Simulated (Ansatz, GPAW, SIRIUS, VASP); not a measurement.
# Ta3AsAu2O13: programs and potentials compared

```xyz
19
Lattice="5.4520 0.0000 0.0000 -2.7260 4.7216 0.0000 0.0000 0.0000 9.5790" Properties=species:S:1:pos:R:3 pbc="T T T"
Ta    0.0000    0.0000    1.8591
Ta    0.0000    0.0000    7.7199
Ta    2.7260    1.5739    0.0000
As    0.0000    0.0000    4.7895
Au    0.0000    3.1478    2.6273
Au    0.0000    3.1478    6.9517
O     0.0000    0.0000    0.0000
O    -1.3422    4.5861    3.4870
O    -0.5745    1.2662    3.4870
O     1.9167    3.5909    3.4870
O    -1.3422    4.5861    6.0921
O    -0.5745    1.2662    6.0921
O     1.9167    3.5909    6.0921
O     1.1852    1.5782    8.2230
O     3.4927    0.2373    8.2230
O     3.5002    2.9061    8.2230
O     1.1852    1.5782    1.3560
O     3.4927    0.2373    1.3560
O     3.5002    2.9061    1.3560
```

The cell comes from a database or a generator and needn't be the stable form of this composition.

Alike in all runs: task single point; functional PBE; k mesh 6 × 6 × 3; occupations fermi-dirac, width 0.05 eV; no spin polarisation; no spin-orbit coupling. Pressure is positive in compression and, in plane waves, holds the error of the finite cutoff.

| program and potentials | plane-wave cutoff (eV) | notes | pressure (GPa) | largest force (eV/Å) |
| --- | --- | --- | --- | --- |
| VASP, PBE PAW files As, Au, O, Ta_pv, 520 eV | 520 | 7.26 valence electrons an atom on average | 0.39 | 0.298 |
| SIRIUS, PseudoDojo 0.4.1 PBE standard (scalar relativistic) | 1152 | 8.95 valence electrons an atom on average | -0.89 | 0.193 |
| Ansatz, all-electron LAPW, scalar-relativistic | - | - | -0.06 | 0.205 |
| GPAW, GPAW PAW data sets (gpaw-data 1.2.1) | 800 | 7.58 valence electrons an atom on average | 1.33 | 0.396 |

Force on atom 1 (Ta), eV/Å:

| program and potentials | x | y | z |
| --- | --- | --- | --- |
| VASP, PBE PAW files As, Au, O, Ta_pv, 520 eV | 0.000 | 0.000 | 0.298 |
| SIRIUS, PseudoDojo 0.4.1 PBE standard (scalar relativistic) | 0.000 | 0.000 | 0.096 |
| Ansatz, all-electron LAPW, scalar-relativistic | 0.000 | 0.000 | 0.196 |
| GPAW, GPAW PAW data sets (gpaw-data 1.2.1) | 0.000 | 0.000 | 0.396 |

The pressure spans -0.89 (SIRIUS, PseudoDojo 0.4.1 PBE standard (scalar relativistic)) to 1.33 GPa (GPAW, GPAW PAW data sets (gpaw-data 1.2.1)), with all-electron results at -0.06.

The functional is the same throughout but for its coding, so the spread measures potentials, basis and numerics; runs on potential files found faulty are left out.
